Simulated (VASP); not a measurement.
Output of a VASP run:

File OSZICAR:
```
       N       E                     dE             d eps       ncg     rms          rms(c)
DAV:   1     0.105192209259E+02    0.10519E+02   -0.43030E+03  2744   0.984E+02
DAV:   2    -0.139424698473E+02   -0.24462E+02   -0.23615E+02  4208   0.116E+02
DAV:   3    -0.142070844283E+02   -0.26461E+00   -0.26461E+00  3224   0.158E+01
DAV:   4    -0.142077262364E+02   -0.64181E-03   -0.64181E-03  4432   0.796E-01
DAV:   5    -0.142077265081E+02   -0.27171E-06   -0.27171E-06  3216   0.138E-02    0.723E+00
DAV:   6    -0.135731852933E+02    0.63454E+00   -0.16476E+00  2952   0.692E+00    0.389E+00
DAV:   7    -0.134710773303E+02    0.10211E+00   -0.27389E-01  4232   0.322E+00    0.125E+00
DAV:   8    -0.134608801047E+02    0.10197E-01   -0.29421E-02  2936   0.115E+00    0.209E-01
DAV:   9    -0.134609879774E+02   -0.10787E-03   -0.53610E-04  4272   0.215E-01    0.112E-01
DAV:  10    -0.134610415713E+02   -0.53594E-04   -0.13956E-04  2976   0.880E-02    0.233E-02
DAV:  11    -0.134610447441E+02   -0.31728E-05   -0.37054E-06  4288   0.179E-02    0.245E-02
DAV:  12    -0.134610451740E+02   -0.42988E-06   -0.15749E-06  3072   0.802E-03    0.489E-03
DAV:  13    -0.134610451701E+02    0.39337E-08   -0.37528E-08  1744   0.171E-03
   1 F= -.13461045E+02 E0= -.13461016E+02  d E =-.584771E-04
```

File OUTCAR:
```
------------------------ aborting loop because EDIFF is reached ----------------------------------------
  FORCE on cell =-STRESS in cart. coord.  units (eV):
  Direction    XX          YY          ZZ          XY          YZ          ZX
  --------------------------------------------------------------------------------------
  Total        0.0121975      0.4230514      0.4230514      0.0000000     -1.2392274      0.0000000
  in kB        0.8458820     29.3381329     29.3381329      0.0000000    -85.9390044      0.0000000
  external PRESSURE =      19.8407159 kB  Pullay stress =       0.0000000 kB
  volume of cell :       23.10
      direct lattice vectors                 reciprocal lattice vectors
     0.000000000  2.260548110  2.260548110    -0.221185295  0.221185295  0.221185295
     2.260548110  0.000000000  2.260548110     0.221185295 -0.221185295  0.221185295
     2.260548110  2.260548110  0.000000000     0.221185295  0.221185295 -0.221185295
 POSITION                                       TOTAL-FORCE (eV/Angst)
 -----------------------------------------------------------------------------------
      4.37110      2.26055      2.26055         2.803927     -0.000000     -0.000000
      1.13027      1.13027      1.13027        -2.803927      0.000000      0.000000
 -----------------------------------------------------------------------------------
    total drift:                                0.000010      0.000000      0.000000
  FREE ENERGIE OF THE ION-ELECTRON SYSTEM (eV)
  ---------------------------------------------------
  free  energy   TOTEN  =       -13.4610451701 eV

  energy  without entropy=      -13.4609866930  energy(sigma->0) =      -13.46101593
```
(Selected blocks of OUTCAR.)

**POSCAR**
```
BP
1
   -0.0000000000     2.2605481103     2.2605481103
    2.2605481103     0.0000000000     2.2605481103
    2.2605481103     2.2605481103     0.0000000000
B P
1 1
Direct
  0.0331777942  -0.0331777942  -0.0331777942
  0.2500000000   0.2500000000   0.2500000000
```

### Question
Reconstruct the remaining input files.

### Answer
Several could match; the one computed here: the input of the run itself, PBEsol GGA, plane waves, VASP's PBE PAW potentials (set 64).

INCAR:
```
SYSTEM  =  BP
PREC  =  Accurate; ENCUT  =  600; LREAL  =  .False.
LASPH  =  .True.
EDIFF  =  1E-7; NELM  =  100; ALGO  =  Normal
ISMEAR  =  0; SIGMA  =  0.05
GGA  =  PS
ISIF  =  2
LWAVE  =  .False.; LCHARG  =  .False.
```

### KPOINTS
```
Automatic mesh
0
Gamma
10 10 10
0 0 0
```

POTCAR, in this order: B P (PBE.64 set). Program: vasp_std.

The compound is BP in the zinc blende structure. This cell was strained or had an atom moved on purpose.
